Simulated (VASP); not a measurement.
Calculation: revPBE GGA, VASP's PBE PAW potentials (set 64) (plane waves; VASP).

VASP input:

File KPOINTS:
```
Automatic mesh
0
Gamma
8 8 8
0 0 0
```

File POSCAR:
```
Ni3Fe
1
    3.5693510417     0.0000000000    -0.0000000000
    0.0000000000     3.5693510417     0.0000000000
    0.0000000000     0.0000000000     3.5693510417
Fe Ni
1 3
Direct
  0.0000000000   0.0000000000   0.0000000000
  0.0000000000   0.5000000000   0.5000000000
  0.5000000000   0.0000000000   0.5000000000
  0.5000000000   0.5000000000   0.0000000000
```

INCAR:
```
ALGO  =  Normal
EDIFF  =  1E-6
EDIFFG  =  -0.02
ENCUT  =  520
GGA  =  RE
IBRION  =  2
ISIF  =  3
ISMEAR  =  1
ISPIN  =  2
LASPH  =  .TRUE.
LCHARG  =  .FALSE.
LMAXMIX  =  4
LORBIT  =  10
LREAL  =  .FALSE.
LWAVE  =  .FALSE.
MAGMOM  =  3.0 3*0.7
NELM  =  100
NSW  =  60
PREC  =  Accurate
SIGMA  =  0.1
SYSTEM  =  Ni3Fe
```

POTCAR, in this order: Fe Ni (PBE.64 set). Program: vasp_std.

Output of the run:

OUTCAR:
```
 ion  position               nearest neighbor table
   1  0.000  0.000  0.000-   2 2.52   3 2.52   4 2.52   2 2.52   3 2.52   2 2.52   4 2.52   2 2.52
                             3 2.52   4 2.52   3 2.52   4 2.52
   2  0.000  0.500  0.500-   1 2.52   3 2.52   4 2.52   1 2.52   4 2.52   1 2.52   3 2.52   1 2.52
                             3 2.52   4 2.52   4 2.52   3 2.52
   3  0.500  0.000  0.500-   1 2.52   2 2.52   4 2.52   1 2.52   4 2.52   2 2.52   4 2.52   4 2.52
                             1 2.52   2 2.52   1 2.52   2 2.52
   4  0.500  0.500  0.000-   1 2.52   2 2.52   3 2.52   2 2.52   3 2.52   1 2.52   3 2.52   3 2.52
                             1 2.52   2 2.52   2 2.52   1 2.52
  LATTYP: Found a simple cubic cell.
 ALAT       =     3.5693510417
 Subroutine PRICEL returns:
 Original cell was already a primitive cell.
 Subroutine GETGRP returns: Found 48 space group operations
The static configuration has the point symmetry O_h .
The dynamic configuration has the point symmetry O_h .
The overall configuration has the point symmetry O_h .
 Subroutine INISYM returns: Found 48 space group operations
 Subroutine IBZKPT returns following result:
 Found     35 irreducible k-points:

 Following reciprocal coordinates:
            Coordinates               Weight
  0.000000  0.000000  0.000000      1.000000
  0.125000  0.000000  0.000000      6.000000
...
```

**OSZICAR**
```
       N       E                     dE             d eps       ncg     rms          rms(c)
DAV:   1     0.244298253858E+03    0.24430E+03   -0.17190E+04  3736   0.203E+03
DAV:   2    -0.132382364321E+02   -0.25754E+03   -0.24821E+03  3648   0.362E+02
DAV:   3    -0.271004803975E+02   -0.13862E+02   -0.13169E+02  3740   0.115E+02
DAV:   4    -0.272964729915E+02   -0.19599E+00   -0.19513E+00  3900   0.143E+01
DAV:   5    -0.273018142955E+02   -0.53413E-02   -0.53407E-02  5058   0.191E+00    0.198E+01
DAV:   6    -0.251273593676E+02    0.21745E+01   -0.36891E+01  3928   0.986E+01    0.242E+01
DAV:   7    -0.281493991523E+02   -0.30220E+01   -0.25503E+01  4378   0.122E+02    0.273E+01
DAV:   8    -0.232321318932E+02    0.49173E+01   -0.15598E+01  4528   0.544E+01    0.650E+00
DAV:   9    -0.234329892191E+02   -0.20086E+00   -0.74077E-01  4248   0.109E+01    0.350E+00
DAV:  10    -0.234071339401E+02    0.25855E-01   -0.15826E-01  5038   0.942E+00    0.161E+00
DAV:  11    -0.234072444025E+02   -0.11046E-03   -0.49165E-02  5328   0.283E+00    0.131E+00
DAV:  12    -0.234102022108E+02   -0.29578E-02   -0.84633E-03  4186   0.229E+00    0.415E-01
DAV:  13    -0.234104526813E+02   -0.25047E-03   -0.28428E-03  5218   0.924E-01    0.865E-02
DAV:  14    -0.234105477173E+02   -0.95036E-04   -0.42571E-04  5088   0.250E-01    0.107E-01
DAV:  15    -0.234105180907E+02    0.29627E-04   -0.10351E-04  4498   0.259E-01    0.219E-02
DAV:  16    -0.234105188216E+02   -0.73084E-06   -0.15142E-05  4908   0.860E-02    0.317E-02
DAV:  17    -0.234105182251E+02    0.59646E-06   -0.29837E-06  2746   0.475E-02
   1 F= -.23410518E+02 E0= -.23409835E+02  d E =-.234105E+02  mag=     4.9176
       N       E                     dE             d eps       ncg     rms          rms(c)
DAV:   1    -0.234166142785E+02   -0.60955E-02   -0.64342E-02  3654   0.362E+00    0.834E-01
DAV:   2    -0.234456743351E+02   -0.29060E-01   -0.14017E-01  4208   0.845E+00    0.305E+00
DAV:   3    -0.234111918704E+02    0.34482E-01   -0.91869E-02  4296   0.787E+00    0.506E-01
DAV:   4    -0.234106174674E+02    0.57440E-03   -0.45699E-03  4252   0.102E+00    0.164E-01
DAV:   5    -0.234105259948E+02    0.91473E-04   -0.39675E-04  5058   0.259E-01    0.587E-02
DAV:   6    -0.234104873261E+02    0.38669E-04   -0.66081E-05  4784   0.101E-01    0.253E-02
DAV:   7    -0.234104872683E+02    0.57845E-07   -0.79105E-06  3972   0.557E-02
   2 F= -.23410487E+02 E0= -.23409792E+02  d E =0.309568E-04  mag=     4.9265
```

File OUTCAR:
```
------------------------ aborting loop because EDIFF is reached ----------------------------------------
  FORCE on cell =-STRESS in cart. coord.  units (eV):
  Direction    XX          YY          ZZ          XY          YZ          ZX
  --------------------------------------------------------------------------------------
  Total       -0.0413284     -0.0413284     -0.0413284      0.0000000     -0.0000000      0.0000000
  in kB       -1.4518834     -1.4518834     -1.4518834      0.0000000     -0.0000000      0.0000000
  external PRESSURE =      -1.4518834 kB  Pullay stress =       0.0000000 kB
  volume of cell :       45.61
      direct lattice vectors                 reciprocal lattice vectors
     3.572803581  0.000000000  0.000000000     0.279892241  0.000000000 -0.000000000
    -0.000000000  3.572803581  0.000000000    -0.000000000  0.279892241  0.000000000
     0.000000000 -0.000000000  3.572803581    -0.000000000 -0.000000000  0.279892241
 POSITION                                       TOTAL-FORCE (eV/Angst)
 -----------------------------------------------------------------------------------
      0.00000      0.00000      0.00000         0.000000      0.000000      0.000000
     -0.00000      1.78640      1.78640        -0.000000     -0.000000      0.000000
      1.78640      0.00000      1.78640         0.000000     -0.000000      0.000000
      1.78640      1.78640      0.00000         0.000000      0.000000      0.000000
 -----------------------------------------------------------------------------------
    total drift:                                0.000000      0.000000      0.000000
  FREE ENERGIE OF THE ION-ELECTRON SYSTEM (eV)
  ---------------------------------------------------
  free  energy   TOTEN  =       -23.4104872683 eV

  energy  without entropy=      -23.4084018173  energy(sigma->0) =      -23.40979212

 total charge

# of ion       s       p       d       tot
------------------------------------------
    1        0.465   0.485   6.085   7.034
    2        0.493   0.489   8.308   9.290
    3        0.493   0.489   8.308   9.290
    4        0.493   0.489   8.308   9.290
--------------------------------------------------
tot          1.945   1.952  31.008  34.905

 magnetization (x)

# of ion       s       p       d       tot
------------------------------------------
    1        0.013  -0.002   2.956   2.966
    2       -0.016  -0.046   0.731   0.669
    3       -0.016  -0.046   0.731   0.669
    4       -0.016  -0.046   0.731   0.669
--------------------------------------------------
tot         -0.035  -0.140   5.148   4.973

 reached required accuracy - stopping structural energy minimisation
```
(Selected blocks of OUTCAR.)

### CONTCAR
```
Ni3Fe
   1.00000000000000
     3.5728035807036753    0.0000000000000000    0.0000000000000000
    -0.0000000000000000    3.5728035807036753    0.0000000000000000
     0.0000000000000000   -0.0000000000000000    3.5728035807036753
  Fe              Ni
     1     3
Direct
     0.0000000000000000    0.0000000000000000    0.0000000000000000
     0.0000000000000000    0.5000000000000000    0.5000000000000000
     0.5000000000000000    0.0000000000000000    0.5000000000000000
     0.5000000000000000    0.5000000000000000    0.0000000000000000
```

The compound is Ni3Fe in the L1_2 structure. This run relaxes it. Symmetry was kept, so distortions that lower it aren't found. The start is the result of an earlier pass.
